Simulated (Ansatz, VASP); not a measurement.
# LaS: VASP beside Ansatz

Contents of INCAR:

```
SYSTEM = LaS
PREC = Accurate ; ENCUT = 520
EDIFF = 1E-6 ; ISMEAR = 1
SIGMA = 0.15 ; LREAL = .False.
LASPH = .True. ; NELM = 100
ALGO = Normal ; ISIF = 2
LWAVE = .False. ; LCHARG = .True.
GGA = CA ; LELF = .True.
LVHAR = .True. ; NBANDS = 16
```

The input KPOINTS:

```
Automatic mesh
0
Gamma
  8 8 8
  0 0 0
```

POSCAR

```
LaS
1.0
    0.0000000000      2.9655175750      2.9655175750
    2.9655175750      0.0000000000      2.9655175750
    2.9655175750      2.9655175750      0.0000000000
La S
1 1
Direct
    0.0000000000      0.0000000000      0.0000000000
    0.5000000000      0.5000000000      0.5000000000
```

Input for Ansatz:

```yaml
crystal:
  lattice:
    - [0.0, 2.965517574981659, 2.965517574981659]
    - [2.965517574981659, 0.0, 2.965517574981659]
    - [2.965517574981659, 2.965517574981659, 0.0]
  atoms:
    - { symbol: La, position: [0.0, 0.0, 0.0] }
    - { symbol: S, position: [0.5, 0.5, 0.5] }
basis:
  ecutwfc: 500.0
kpoints:
  mp_grid:
    grid: [8, 8, 8]
hamiltonian:
  xc: lda
scf:
  convergence:
    dr2_threshold: 1.0e-07
  occupations:
    method: cold
    width: 0.15
output:
  stress: true
```

Alike in both runs: task single point; functional LDA; k mesh 8 × 8 × 8; no spin polarisation.

|  | VASP | Ansatz |
| --- | --- | --- |
| version | VASP 6.6.1 | Ansatz 0.2.0 |
| potentials or method | VASP PAW LDA potentials, release 64 (La, S) | plane waves, PAW |
| plane-wave cutoff (eV) | 520 | 500 |
| occupations | methfessel-paxton of order 1, width 0.15 eV | cold, width 0.15 eV |
| valence electrons in the cell | 17 | 17 |

|  | VASP | Ansatz | Ansatz less VASP |
| --- | --- | --- | --- |
| pressure (GPa) | -6.6 | -6.6 | +0.03 |

Ansatz warned: «stress_scf_threshold_loose».

The runs have no spin-orbit coupling, so splittings on La are missing.
